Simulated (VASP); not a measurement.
Crystal: PbS.

```
Pb S
1.0
     0.00000    2.96000    2.96000
     2.96000    0.00000    2.96000
     2.96000    2.96000    0.00000
Pb S
1 1
Direct
  0.00000 0.00000 0.00000
  0.50000 0.50000 0.50000
```

The cell was built by a generator and needn't be a form met in nature.

- Program: VASP 6.6.1
- Task: relaxation of cell and atoms
- Functional: LDA
- Potentials or basis: VASP PAW LDA potentials, release 64 (Pb_d, S)
- Cutoff: 600 eV
- k mesh: 10 × 10 × 10
- Occupations: gaussian, width 0.02 eV
- Spin: no spin polarisation

At the start: pressure -2.2 GPa; volume 25.93 Å³/atom.

Problem. How do energy, volume and symmetry change on relaxing?

Solution. Over 3 steps the energy falls by 6.3 meV/atom and the volume is 25.02 Å³/atom (-3.5 %); space group Fm-3m (No. 225, to 0.05 Å).

Step by step:
```
step  energy change (eV)  largest force (eV/Å)  pressure (GPa)  volume (Å³)
   1              0.0000                0.0000           -2.16        51.87
   2             -0.0104                0.0000            0.96        49.29
   3             -0.0126                0.0000            0.01        50.04
```

Final structure:
```cif
data_structure
_symmetry_space_group_name_H-M 'P 1'
_symmetry_Int_Tables_number 1
_cell_length_a 4.1362
_cell_length_b 4.1362
_cell_length_c 4.1362
_cell_angle_alpha 60.000
_cell_angle_beta 60.000
_cell_angle_gamma 60.000
_cell_volume 50.04
loop_
_atom_site_label
_atom_site_type_symbol
_atom_site_fract_x
_atom_site_fract_y
_atom_site_fract_z
_atom_site_occupancy
Pb1 Pb 0.00000 0.00000 0.00000 1
S1 S 0.50000 0.50000 0.50000 1
```
